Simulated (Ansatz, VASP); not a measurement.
**Cross-check of H109CNO55 between VASP and Ansatz**

Wanted: the spread between two codes on one cell, functional and k mesh. The cell is taken from a series of runs on this material, whose earlier steps may have relaxed, scaled, displaced or heated it; both programs get it as it stands.

Method: plane waves, with VASP 6.6.1 beside it; single point at PBE with D3(BJ), in Ansatz 0.2.0.

## Step 1: Set-up

The cell holds 166 atoms: 1 N, 109 H, 55 O and 1 C. Its edges and angles: a = 11.768 Å, b = 11.768 Å, c = 11.768 Å, α = 90.0°, β = 90.0°, γ = 90.0°.

## Step 2: Ansatz: single point, PBE with D3(BJ)

Ansatz runs on its default PAW (the set named soft_2) files.

With cell and atoms fixed, the geometry can't cause a difference; cores, projectors, grids and the points listed under the comparison can.

input.yaml

```yaml
crystal:
  lattice:
    - [11.76822, 0.0, 0.0]
    - [0.0, 11.76822, 0.0]
    - [0.0, 0.0, 11.76822]
  atoms:
    - { symbol: "N", position: [0.41289, 0.20657, 0.78335] }
    - { symbol: H, position: [0.50184, 0.23384, 0.77697] }
    - { symbol: H, position: [0.40133, 0.12462, 0.74563] }
    - { symbol: H, position: [0.3921, 0.20318, 0.86687] }
    - { symbol: H, position: [0.36162, 0.27048, 0.74501] }
    - { symbol: O, position: [0.45044, 0.13684, 0.35096] }
    - { symbol: C, position: [0.5114, 0.21001, 0.29573] }
    - { symbol: O, position: [0.61216, 0.21654, 0.32688] }
    - { symbol: O, position: [0.46026, 0.26598, 0.22073] }
    - { symbol: H, position: [0.50852, 0.11602, 0.40869] }
    - { symbol: O, position: [0.46074, 0.82679, 0.0485] }
    - { symbol: H, position: [0.51139, 0.84345, 0.98233] }
    - { symbol: H, position: [0.49961, 0.84991, 0.12044] }
    - { symbol: O, position: [0.44415, 0.48326, 0.24263] }
    - { symbol: H, position: [0.51739, 0.50927, 0.277] }
    - { symbol: H, position: [0.45202, 0.40269, 0.21681] }
    - { symbol: O, position: [0.03924, 0.44406, 0.10567] }
    - { symbol: H, position: [0.95521, 0.44479, 0.09307] }
    - { symbol: H, position: [0.0554, 0.44701, 0.18904] }
    - { symbol: O, position: [0.24776, 0.28758, 0.94649] }
    - { symbol: H, position: [0.25006, 0.37212, 0.95484] }
    - { symbol: H, position: [0.2423, 0.25168, 0.02331] }
    - { symbol: O, position: [0.01981, 0.37265, 0.68558] }
    - { symbol: H, position: [0.95494, 0.38413, 0.73925] }
    - { symbol: H, position: [0.07265, 0.31405, 0.71714] }
    - { symbol: O, position: [0.74931, 0.18982, 0.00503] }
    - { symbol: H, position: [0.81538, 0.14659, 0.97363] }
    - { symbol: H, position: [0.77747, 0.25043, 0.0575] }
    - { symbol: O, position: [0.05022, 0.0578, 0.45467] }
    - { symbol: H, position: [0.12775, 0.09256, 0.45392] }
    - { symbol: H, position: [0.02281, 0.04798, 0.37484] }
    - { symbol: O, position: [0.83976, 0.59946, 0.48471] }
    - { symbol: H, position: [0.83716, 0.60745, 0.56926] }
    - { symbol: H, position: [0.76644, 0.56655, 0.4571] }
    - { symbol: O, position: [0.31877, 0.65371, 0.59478] }
    - { symbol: H, position: [0.29029, 0.64057, 0.51581] }
    - { symbol: H, position: [0.28209, 0.59827, 0.64771] }
    - { symbol: O, position: [0.5937, 0.85378, 0.24751] }
    - { symbol: H, position: [0.6286, 0.93003, 0.26126] }
    - { symbol: H, position: [0.56364, 0.82278, 0.32069] }
    - { symbol: O, position: [0.19251, 0.60907, 0.37834] }
    - { symbol: H, position: [0.12482, 0.66041, 0.37687] }
    - { symbol: H, position: [0.24641, 0.6315, 0.3166] }
    - { symbol: O, position: [0.29536, 0.98474, 0.28994] }
    - { symbol: H, position: [0.28468, 0.97702, 0.206] }
    - { symbol: H, position: [0.35875, 0.03913, 0.30555] }
    - { symbol: O, position: [0.22893, 0.90655, 0.05347] }
    - { symbol: H, position: [0.1667, 0.85688, 0.02377] }
[... 1 line left out ...]
    - { symbol: O, position: [0.35391, 0.34703, 0.60479] }
[... 2 lines left out ...]
    - { symbol: O, position: [0.09332, 0.85883, 0.55714] }
[... 2 lines left out ...]
    - { symbol: O, position: [0.93149, 0.40157, 0.48055] }
[... 2 lines left out ...]
    - { symbol: O, position: [0.55409, 0.77888, 0.45066] }
[... 2 lines left out ...]
    - { symbol: O, position: [0.0951, 0.08493, 0.09577] }
[... 2 lines left out ...]
    - { symbol: O, position: [0.72098, 0.40175, 0.25845] }
[... 2 lines left out ...]
    - { symbol: O, position: [0.60108, 0.87934, 0.8806] }
[... 2 lines left out ...]
    - { symbol: O, position: [0.99859, 0.80703, 0.76745] }
[... 2 lines left out ...]
    - { symbol: O, position: [0.95709, 0.10137, 0.91195] }
[... 2 lines left out ...]
    - { symbol: O, position: [0.19067, 0.53489, 0.94264] }
[... 2 lines left out ...]
    - { symbol: O, position: [0.6026, 0.67275, 0.79923] }
[... 2 lines left out ...]
    - { symbol: O, position: [0.49047, 0.06091, 0.56734] }
[... 2 lines left out ...]
    - { symbol: O, position: [0.36255, 0.61369, 0.07039] }
[... 2 lines left out ...]
    - { symbol: O, position: [0.89628, 0.05684, 0.61793] }
[... 53 lines left out ...]
    - { symbol: O, position: [0.36621, 0.80335, 0.7871] }
[... 2 lines left out ...]
    - { symbol: O, position: [0.28956, 0.0097, 0.71637] }
[... 2 lines left out ...]
    - { symbol: O, position: [0.84331, 0.41012, 0.82446] }
[... 2 lines left out ...]
    - { symbol: O, position: [0.76658, 0.21157, 0.53004] }
[... 2 lines left out ...]
    - { symbol: O, position: [0.52538, 0.24608, 0.99632] }
    - { symbol: H, position: [0.59968, 0.20533, 0.99] }
    - { symbol: H, position: [0.50198, 0.24981, 0.07793] }
    - { symbol: O, position: [0.13654, 0.19308, 0.78774] }
    - { symbol: H, position: [0.16745, 0.1185, 0.76123] }
    - { symbol: H, position: [0.18037, 0.21939, 0.85562] }
    - { symbol: O, position: [0.72554, 0.0436, 0.30673] }
    - { symbol: H, position: [0.69513, 0.12246, 0.29792] }
    - { symbol: H, position: [0.80474, 0.04021, 0.27611] }
    - { symbol: O, position: [0.24128, 0.24919, 0.18162] }
    - { symbol: H, position: [0.1973, 0.29746, 0.23599] }
    - { symbol: H, position: [0.32445, 0.2626, 0.19272] }
kpoints:
  mp_grid: { grid: [1, 1, 1] }
hamiltonian:
  xc: pbe
  dispersion: d3bj
scf:
  occupations: { method: gaussian, width: 0.025 }
output:
  forces: true
  stress: true
  populations: true
  dos:
    method: { smearing: { sigma: 0.08 } }
    de: 0.1
    projected: { site_lists: { C: [C], H: [H], "N": ["N"], O: [O] } }
  eigenvalues: true
  write_density: true
  write_potential: true
  volumetric_format: npy
```

On the command line:

```console
$ ansatz run input.yaml --threads 8 --pin off --max-ram 15872MiB --backend cpu --events-out ev --progress --plain --runs-dir out
```

Numbers of over 12 decimals in the logs are rounded to 6 here.

The program printed:

```text
Engine: ansatz 0.2.0, x86_64-unknown-linux-gnu
Pseudopotentials: kind: paw
Pseudopotential: N, paw, valence charge 5, recommended cutoff 420 eV (normal), N.paw.azcp
Pseudopotential: H, paw, valence charge 1, recommended cutoff 420 eV (normal), H.paw.azcp
Pseudopotential: O, paw, valence charge 6, recommended cutoff 420 eV (normal), O.paw.azcp
Pseudopotential: C, paw, valence charge 4, recommended cutoff 420 eV (normal), C.paw.azcp
Functional definition: PBE
  parameter kappa = 0.804
  parameter beta = 0.066725
  exchange = pbe_x(kappa = kappa, mu = beta*pi^2/3)
  correlation = pbe_c(beta = beta)
Crystal: 166 atoms, lattice volume = 1629.793 Å³
Basis set: ecut = 420 eV, 31799 PW (Γ), exchange–correlation on 160×160×160 points (8 copies of the dense FFT grid, shifted against one another)
Bands: 390, of which v1, the nominal top of the filled ones, is band 224 counted from 1 (223 counted from 0)
Symmetry: 1 space group operations
Space group: P1 (ITA 1), of the structure as read, at distance tolerance 1.2e-4 Å
k-points: 1
Non-local potential: N, projectors of the file, l = 0: 2, l = 1: 2, l = 2: 1
Non-local potential: H, projectors of the file, l = 0: 2, l = 1: 1
Non-local potential: O, projectors of the file, l = 0: 2, l = 1: 2, l = 2: 1
Non-local potential: C, projectors of the file, l = 0: 2, l = 1: 2, l = 2: 1
PAW form: soft (Blöchl's): semilocal exchange-correlation on the pseudo side does not see the compensation charge
PAW one-centre angular grid: N, 110 points (default); XC on 64 Gauss nodes
PAW one-centre angular grid: H, 110 points (default); XC on 64 Gauss nodes
PAW one-centre angular grid: O, 110 points (default); XC on 64 Gauss nodes
PAW one-centre angular grid: C, 110 points (default); XC on 64 Gauss nodes
Initial density: superposition of atomic densities (neutral atoms: chi_scale 0, normalization atom), corrected by the library's trained network
Initial wavefunctions: pseudopotential atomic-orbital guess
Functional: x = pbe(κ = 0.804, μ = 0.219515), c = pbe(β = 0.066725)
SCF iter   1: F=—  HF=-33603.436767 eV  |F-HF|=—  |Δ(HF+E_count)|=         —  Δρ=3.02e-3  dr2=1.69e-1  ethr=1.77e-3  ⟨swp⟩=6.0  Hψ=1820  notcnv=0  defer=76
preconditioner: auto → Resta (q_TF=auto, 2.200 Å⁻¹)  ε∞=2.2  [insulator: Δε(μ)=4.475 eV  Ē_g=17.879 eV  σ=0.025 eV  W_gap=1.00  n_scr=256 (ndim 8)  ℏωp=19.4 eV  f_vac=0.285  D(μ)=0.00/eV (n_scr^D=0)  ε∞_Penn≈2.2]
SCF iter   2: F=—  HF=-33603.338474 eV  |F-HF|=—  |Δ(HF+E_count)|=   9.83e-2  Δρ=1.43e-3  dr2=3.33e-2  ethr=3.76e-5  ⟨swp⟩=2.0  Hψ=681  notcnv=0  defer=158
SCF iter   3: F=—  HF=-33603.309737 eV  |F-HF|=—  |Δ(HF+E_count)|=   2.87e-2  Δρ=6.28e-4  dr2=8.02e-3  ethr=7.42e-6  ⟨swp⟩=2.0  Hψ=464  notcnv=0  defer=158
SCF iter   4: F=—  HF=-33603.307737 eV  |F-HF|=—  |Δ(HF+E_count)|=   2.00e-3  Δρ=2.26e-4  dr2=8.69e-4  ethr=1.79e-6  ⟨swp⟩=2.0  Hψ=464  notcnv=0  defer=158
SCF iter   5: F=—  HF=-33603.307741 eV  |F-HF|=—  |Δ(HF+E_count)|=   4.00e-6  Δρ=1.05e-4  dr2=1.59e-4  ethr=1.94e-7  ⟨swp⟩=2.0  Hψ=452  notcnv=0  defer=158
SCF iter   6: F=—  HF=-33603.307723 eV  |F-HF|=—  |Δ(HF+E_count)|=   1.75e-5  Δρ=4.49e-5  dr2=2.73e-5  ethr=3.55e-8  ⟨swp⟩=3.0  Hψ=455  notcnv=0  defer=158
SCF iter   7: F=—  HF=-33603.307594 eV  |F-HF|=—  |Δ(HF+E_count)|=   1.30e-4  Δρ=1.19e-5  dr2=1.79e-6  ethr=6.09e-9  ⟨swp⟩=3.0  Hψ=613  notcnv=0  defer=158
SCF iter   8: F=—  HF=-33603.307594 eV  |F-HF|=—  |Δ(HF+E_count)|=   6.12e-7  Δρ=5.35e-6  dr2=4.02e-7  ethr=3.99e-10  ⟨swp⟩=2.0  Hψ=456  notcnv=0  defer=158
SCF iter   9: F=-33603.307594 eV  HF=-33603.307594 eV  |F-HF|=9.31e-10  |Δ(HF+E_count)|=   1.72e-8  Δρ=1.37e-6  dr2=2.59e-8  ethr=2.23e-11  ⟨swp⟩=20.0  Hψ=3467  notcnv=0
SCF 1 converged in 9 iterations: F = -33603.307594 eV  dr2 = 2.59e-8
  greatest PAW one-centre occupation: 0.875 electrons in one spin orbital (limit 2), on the O atom at site 5 (counted from 0), in its partial waves of l = 0
[...]
atom 150  H     -0.44505570    -0.82764280    -0.23639052
  atom 151  H      0.56889752     0.73570763     0.07102387
  atom 152  O     -0.38292055     0.52851548    -0.30471873
  atom 153  H     -0.28484439    -0.39089093    -0.55068750
  atom 154  H      0.57336595     0.63714902     0.82021785
  atom 155  O     -0.15709432    -0.18405291     0.19543484
  atom 156  H     -0.59889446     0.56499242     0.53913600
  atom 157  H      0.64312137    -0.16989468    -0.79109990
  atom 158  O     -0.42366894    -0.95227033    -0.78014756
  atom 159  H      0.12631529     0.81028455     0.37427830
  atom 160  H      0.00328976     0.14479211    -0.11835481
  atom 161  O      0.38864467    -0.15863377    -0.19276244
  atom 162  H      0.20233840    -0.69469720    -0.05601658
  atom 163  H     -0.17439825    -0.11264272     0.14344266
  atom 164  O     -0.24615501     0.16444265    -0.04734206
  atom 165  H      0.30259835    -0.18388681    -0.61872571
  atom 166  H     -0.50960961    -0.29135960     0.32937532
  max |Σ_I F_I| component: 6.69e-5 eV/Å
--- Stress (GPa, compression-positive) ---
       -1.828664      -0.075870      -0.283310
       -0.075870      -1.300176      -0.364576
       -0.283310      -0.364576      -1.728554
  P = ⅓ Tr σ = -1.6191 GPa (-16.191 kbar)
--- Band table (eV) ---
  k-point 0: bands = [... 220 lower, -2.4001, -2.3599, -2.3164, -2.2926, 2.1893, 3.2503, 3.3474, 3.5957, ... 162 higher]
--- Löwdin populations: 166 sites ---
  site symbol       q [e]
     0      N      5.4882
     1      H      0.6674
     2      H      0.6516
     3      H      0.6496
     4      H      0.6621
     5      O      6.3871
     6      C      3.2583
     7      O      6.4799
     8      O      6.4657
     9      H      0.5945
    10      O      6.7001
    11      H      0.6239
    12      H      0.6132
    13      O      6.7155
    14      H      0.6194
    15      H      0.6203
    16      O      6.7334
    17      H      0.6196
    18      H      0.6205
    19      O      6.6624
    20      H      0.6087
    21      H      0.6172
    22      O      6.6680
    23      H      0.6210
[...]
158      H      0.6118
   159      H      0.6218
   160      O      6.6986
   161      H      0.6254
   162      H      0.6094
   163      O      6.6991
   164      H      0.6156
   165      H      0.6257
  spilling = 0.010935 (of n_electrons = 448.000000)
```

## Step 3: VASP: single point, PBE with D3(BJ)

The same cell, functional, mesh and smearing now go to VASP, with its own data sets.

Lines of VASP's logs that name or quote its potential files are left out, and so is its time.

INCAR

```
SYSTEM = H109CNO55
PREC = Accurate
ENCUT = 600
EDIFF = 1E-06
NELM = 120
ISMEAR = 0
SIGMA = 0.025
LREAL = Auto
ALGO = Normal
GGA = PE
IVDW = 12
NBANDS = 340
LORBIT = 11
LWAVE = .FALSE.
LCHARG = .FALSE.
ISIF = 2
LASPH = .TRUE.
GGA_COMPAT = .FALSE.
EFERMI = MIDGAP
```

POSCAR

```
H109CNO55
1.0
   11.7682200000      0.0000000000      0.0000000000
    0.0000000000     11.7682200000      0.0000000000
    0.0000000000      0.0000000000     11.7682200000
N H O C
1 109 55 1
Direct
    0.4128900000      0.2065700000      0.7833500000
    0.5018400000      0.2338400000      0.7769700000
    0.4013300000      0.1246200000      0.7456300000
    0.3921000000      0.2031800000      0.8668700000
    0.3616200000      0.2704800000      0.7450100000
    0.5085200000      0.1160200000      0.4086900000
    0.5113900000      0.8434500000      0.9823300000
    0.4996100000      0.8499100000      0.1204400000
    0.5173900000      0.5092700000      0.2770000000
    0.4520200000      0.4026900000      0.2168100000
    0.9552100000      0.4447900000      0.0930700000
    0.0554000000      0.4470100000      0.1890400000
    0.2500600000      0.3721200000      0.9548400000
    0.2423000000      0.2516800000      0.0233100000
    0.9549400000      0.3841300000      0.7392500000
    0.0726500000      0.3140500000      0.7171400000
    0.8153800000      0.1465900000      0.9736300000
    0.7774700000      0.2504300000      0.0575000000
    0.1277500000      0.0925600000      0.4539200000
    0.0228100000      0.0479800000      0.3748400000
    0.8371600000      0.6074500000      0.5692600000
    0.7664400000      0.5665500000      0.4571000000
    0.2902900000      0.6405700000      0.5158100000
    0.2820900000      0.5982700000      0.6477100000
    0.6286000000      0.9300300000      0.2612600000
    0.5636400000      0.8227800000      0.3206900000
    0.1248200000      0.6604100000      0.3768700000
    0.2464100000      0.6315000000      0.3166000000
    0.2846800000      0.9770200000      0.2060000000
    0.3587500000      0.0391300000      0.3055500000
[... 130 atom lines left out ...]
    0.7665800000      0.2115700000      0.5300400000
    0.5253800000      0.2460800000      0.9963200000
    0.1365400000      0.1930800000      0.7877400000
    0.7255400000      0.0436000000      0.3067300000
    0.2412800000      0.2491900000      0.1816200000
    0.5114000000      0.2100100000      0.2957300000
```

KPOINTS

```
Automatic mesh
0
Gamma
1 1 1
0 0 0
```

PAW data sets: N, H, O and C (PBE family, release 64).

On the command line:

```console
$ export OMP_NUM_THREADS=4
$ mpirun -np 1 vasp_gam
```

The program printed:

```text
[banner, memory and clock lines left out]
running    1 mpi-ranks, on    1 nodes
[...]
Offloading initialized ...    1 GPUs detected
[...]
LDA part: xc-table for (Slater+PW92), standard interpolation
 POSCAR, INCAR and KPOINTS ok, starting setup
[...]
entering main loop
       N       E                     dE             d eps       ncg     rms          rms(c)
DAV:   1     0.385844689059E+04    0.38584E+04   -0.26486E+05   704   0.138E+03
DAV:   2    -0.477029357237E+03   -0.43355E+04   -0.41317E+04   836   0.324E+02
DAV:   3    -0.890105046629E+03   -0.41308E+03   -0.40982E+03   840   0.103E+02
DAV:   4    -0.897316035924E+03   -0.72110E+01   -0.71886E+01   840   0.149E+01
[...]
DAV:  18    -0.819684527072E+03    0.23062E-05   -0.13775E-05   792   0.871E-03    0.592E-03
DAV:  19    -0.819684525973E+03    0.10992E-05   -0.27749E-06   776   0.458E-03    0.218E-03
DAV:  20    -0.819684525554E+03    0.41921E-06   -0.62573E-07   576   0.301E-03
   1 F= -.82551124E+03 E0= -.82551124E+03  d E =0.000000E+00
```

From OUTCAR (step 3):

```text
  FREE ENERGIE OF THE ION-ELECTRON SYSTEM (eV)
  ---------------------------------------------------
  free  energy   TOTEN  =      -825.5112365386 eV

  energy  without entropy=     -825.5112365386  energy(sigma->0) =     -825.51123654
```

The run ends at a pressure of -1.73 GPa, with forces up to 2.8 eV/Å.

## Step 4: Comparison

Known differences besides the potentials themselves: the cutoff is 420 eV in Ansatz and 600 eV in VASP (PREC = Accurate, projectors in real space). Total energies have different zeros and are not compared.

The two programs side by side:

```
              quantity  Ansatz   VASP  difference
        pressure (GPa)   -1.62  -1.73       +0.11
gap on the k mesh (eV)   4.482  4.475      +0.007
```

Forces on 8 of the 166 atoms, those with the largest forces and the largest differences (eV/Å; atoms numbered as in POSCAR):

```csv
atom,"Ansatz x, y, z","VASP x, y, z"
N1,"1.501, 0.350, -0.862","1.488, 0.347, -0.844"
H2,"-1.767, -0.782, -0.020","-1.758, -0.777, -0.022"
H6,"-1.073, -0.953, 1.074","-1.045, -1.008, 1.167"
H96,"-1.157, 0.231, -1.214","-1.106, 0.236, -1.155"
O111,"-0.530, -1.745, 1.856","-0.687, -1.881, 1.925"
O112,"1.279, 1.111, 0.141","1.609, 1.124, 0.232"
O113,"0.300, 0.082, -0.778","0.153, 0.245, -0.984"
C166,"-0.210, 1.960, -1.927","-0.279, 1.971, -1.974"
```

The forces differ by 48 meV/Å r.m.s., which is 9.4 % of the r.m.s. force of 0.505 eV/Å (both taken over all components). A gap on the mesh is an upper bound, since the band edges may lie between its points.

## Step 5: What came out

```yaml
r_m_s_force_difference_single_point_pbe_with_d3_bj: 9.4 % of the r.m.s. force
```

**Reading.** The r.m.s. force difference is 9.4 % of the r.m.s. force (single point, PBE with D3(BJ)), beyond the 3 % picked in this series as the mark of a large difference. What causes the difference of the single point, PBE with D3(BJ) pair stays open here. Such differences can come from data sets, numerical settings and the points named under the comparisons, not from the functional's error against experiment.

[Lines on the potential files, build, host, timing and source positions are cut from VASP's logs without a mark.]

[Logs are printed without paths, hosts, clocks, repeated set-up lines and the standing remarks that a program may print on its own settings, such as how far it seeks lower states.]

[Hosts, paths, dates, database ids (printed as entryN), source tags and the programs' standing remarks are cut or masked in the printed files.]
